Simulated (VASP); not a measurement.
Data:

```yaml
crystal:
  lattice:
    - [4.11292, 0.00000, 0.00000]
    - [0.00000, 4.11292, 0.00000]
    - [0.00000, 0.00000, 4.11292]
  atoms:
    - { symbol: Ba, position: [0.00000, 0.00000, 0.00000] }
    - { symbol: Hf, position: [0.50000, 0.50000, 0.50000] }
    - { symbol: O, position: [0.50000, 0.00000, 0.50000] }
    - { symbol: O, position: [0.00000, 0.50000, 0.50000] }
    - { symbol: O, position: [0.50000, 0.50000, 0.00000] }
```

Method: PBEsol GGA, VASP's PBE PAW potentials (set 64) (plane waves; VASP). Numerical set-up: 520 eV cut-off, 6×6×6 Γ-centred mesh, Gaussian smearing of 0.050 eV, potentials Ba_sv Hf_pv O.

Q: Give the stress tensor in GPa (positive for a compressed cell).

A: 
```
5.61  0.00  0.00
0.00  5.61  0.00
0.00  0.00  5.61
```
The pressure is its mean diagonal, 5.61 GPa.

The compound is BaHfO3 in the cubic perovskite structure. This cell is one point of a volume scan, at 0.97 of the reference volume.
